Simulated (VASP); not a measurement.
```yaml
crystal:
  lattice:
    - [0.00000, 1.73143, 1.73143]
    - [1.73143, 0.00000, 1.73143]
    - [1.73143, 1.73143, 0.00000]
  atoms:
    - { symbol: C, position: [0.00000, 0.00000, 0.00000] }
    - { symbol: C, position: [0.25000, 0.25000, 0.25000] }
```

These are HSE06 screened hybrid, VASP's PBE PAW potentials (set 64) (plane waves; VASP) values and carry that method's errors. Settings: 520 eV cut-off, 10×10×10 Γ-centred mesh, Gaussian smearing of 0.050 eV, potentials C.

Problem. Estimate the energy per atom (σ→0), pressure.

Solution. 
The energy per atom (σ→0) comes out as -10.500 eV/atom. The pressure is 38.98 GPa.

The compound is C in the diamond structure. This cell is one point of a volume scan, at 0.91 of the reference volume. The cell's shape comes from a PBE relaxation.
